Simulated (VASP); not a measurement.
Here is a VASP 6.6.1 calculation.

INCAR

```
PREC = Accurate
ENCUT = 600
EDIFF = 1E-8
ISMEAR = 0
SIGMA = 0.02
LREAL = False
LASPH = True
NELM = 80
ALGO = Normal
ISIF = 2
LWAVE = False
LCHARG = False
LEPSILON = True
IBRION = 8
NSW = 1
```

File KPOINTS:

```
regular mesh
0
Gamma
  4 4 4
```

POSCAR

```
ZrPbO3
1.0
    4.1109300000      0.0000000000      0.0000000000
    0.0000000000      4.1109300000      0.0000000000
    0.0000000000      0.0000000000      4.1109300000
Zr Pb O
1 1 3
Direct
    0.0000000000      0.0000000000      0.0000000000
    0.5000000000      0.5000000000      0.5000000000
    0.5000000000      0.0000000000      0.0000000000
    0.0000000000      0.0000000000      0.5000000000
    0.0000000000      0.5000000000      0.0000000000
```

Potentials or basis: VASP PAW LDA potentials, release 64 (Zr_sv, Pb_d, O).

Run with:

```bash
$ cat potpaw_LDA.64/Zr_sv/POTCAR potpaw_LDA.64/Pb_d/POTCAR potpaw_LDA.64/O/POTCAR > POTCAR
$ mpirun -np 1 vasp_std > vasp.out
```

Question: What does it give for the electronic dielectric tensor (diagonal)?

Answer: 7.41.

Question: Estimate the Born charges (mean of the diagonal).

Answer: Zr +5.99; Pb +3.96; O -3.32 e.

Question: Estimate the most unstable mode.

Answer: 152i cm⁻¹.

Question: Predict the band gap on the k mesh.

Answer: 2.34 eV, direct.

Question: What does it give for the highest phonon frequency at Γ, LO-TO splitting left out?

Answer: 581 cm⁻¹.

Electronic dielectric tensor:
```
7.41 0.00 0.00
0.00 7.41 0.00
0.00 0.00 7.41
```

Caveat: some modes are imaginary; spin-orbit coupling is left out, which as a rule narrows the gap of such compounds by several tenths of an eV. A k mesh can miss the band edges.
